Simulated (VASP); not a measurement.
```
CELL_PARAMETERS angstrom
      4.07458     0.00000     0.00000
      0.00000     4.07458     0.00000
      0.00000     0.00000     4.07458
ATOMIC_POSITIONS crystal
  Cs 0.00000 0.00000 0.00000
  Br 0.50000 0.50000 0.50000
```

Method: PBE GGA, VASP's PBE PAW potentials (set 64) (plane waves; VASP 6.6.1). Numerical set-up: 500 eV cut-off, 7×7×7 Γ-centred mesh, Gaussian smearing of 0.050 eV, potentials Cs_sv Br.

Energy and stress use the plane-wave basis of the starting cell.

Problem. The ions, cell shape and volume at an external pressure of 10.0 GPa are relaxed. Which structure does the run end with?

Solution. 
```
CELL_PARAMETERS angstrom
      3.92080     0.00000     0.00000
      0.00000     3.92080     0.00000
      0.00000     0.00000     3.92080
ATOMIC_POSITIONS crystal
  Cs 0.00000 0.00000 0.00000
  Br 0.50000 0.50000 0.50000
```
Space group Pm-3m (221), at a tolerance of 0.03 Å.

Problem. How do energy and volume change from the first to the last step?

Solution. The energy (σ→0) changes by +166.3 meV/atom and the volume by -10.9 %, in 3 ionic steps.

The compound is CsBr in the CsCl type structure. This run relaxes it under an external pressure of 10 GPa. Symmetry was kept, so distortions that lower it aren't found.
